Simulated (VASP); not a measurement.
Input of a VASP 6.6.1 run:

INCAR

```
PREC     = Accurate       # precision mode
ENCUT    = 520            # plane-wave cutoff, eV
EDIFF    = 1E-7           # SCF threshold, eV
ISMEAR   = -1             # smearing method
SIGMA    = 0.05           # smearing width, eV
LREAL    = F              # projectors in reciprocal space
LASPH    = T              # aspherical terms in the spheres
NELM     = 60             # most SCF steps
ALGO     = Normal         # electronic algorithm
ISIF     = 2              # what is computed and relaxed
LWAVE    = F              # write WAVECAR
LCHARG   = F              # write CHGCAR
LDIPOL   = T            
IDIPOL   = 3            
DIPOL    = 0.5 0.5 0.283
GGA      = 91             # functional
IBRION   = 2              # ionic algorithm
NSW      = 40             # ionic steps
EDIFFG   = -0.01          # ionic threshold
```

The input KPOINTS:

```
regular mesh
0
Gamma
  8 8 1
```

The input POSCAR:

```
YTe2
1.0
    3.2892500000      0.0000000000      0.0000000000
    0.0000000000      3.2892500000      0.0000000000
    0.0000000000      0.0000000000     37.0593500000
Y Te
1 2
Selective dynamics
Direct
    0.0000000000      0.0000000000      0.2833300000  F F F
    0.0000000000      0.0000000000      0.3643800000  T T T
    0.0000000000      0.0000000000      0.2022700000  T T T
```

Potentials or basis: VASP PAW PBE potentials, release 64 (Y_sv, Te).

Launch:

```console
$ cat potpaw_PBE.64/Y_sv/POTCAR potpaw_PBE.64/Te/POTCAR > POTCAR
$ mpirun -np 1 vasp_std > vasp.out
```

(1) Predict the band gap on the k mesh.

(2) What does it give for the energy gained by relaxing?

Answers

(1) none (metal or under the smearing width).

(2) 1.3 meV/atom.
